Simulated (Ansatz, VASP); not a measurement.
La2LuN3: VASP beside Ansatz

```
CELL_PARAMETERS angstrom
2.25956 -7.87811 0.00000
2.25956 7.87811 0.00000
0.00000 0.00000 3.55663
ATOMIC_POSITIONS crystal
La 0.16636 0.83364 0.00000
La 0.83364 0.16636 0.00000
Lu 0.50000 0.50000 0.00000
N 0.00000 0.00000 0.00000
N 0.50000 0.00000 0.50000
N 0.00000 0.50000 0.50000
```

Change from the starting cell: species swapped into the NaH2Pd3 type (Cmmm, No. 65).

Alike in both runs: functional PBE; k mesh 4 × 4 × 6; occupations gaussian, width 0.1 eV; no spin polarisation.

Ansatz relaxed the structure, and its values are those at the end. VASP's run is a single point on that final structure, the one shown.

|  | VASP | Ansatz |
| --- | --- | --- |
| version | VASP 6.6.1 | Ansatz 0.2.0 |
| potentials or method | VASP PAW PBE potentials, release 64 (La, Lu, N) | scalar-relativistic, plane waves, PAW |
| plane-wave cutoff (eV) | 520 | 420 |
| valence electrons in the cell | 62 | 62 |

VASP gave:

```
gap on the k mesh at the Fermi level (eV) : none
pressure (GPa)                            : 0.1
rms of the force components (eV/Å)        : 0.012
```

Estimate Ansatz's values.

gap on the k mesh at the Fermi level (eV): none; pressure (GPa): 0.1; rms of the force components (eV/Å): 0.008.

A gap of «none» marks a metal or a gap that the smearing closes.

Caveats: the k mesh is coarse (spacing up to 0.36 Å⁻¹), so the values aren't converged. Spin-orbit coupling is left out, which matters for the levels of La, Lu.
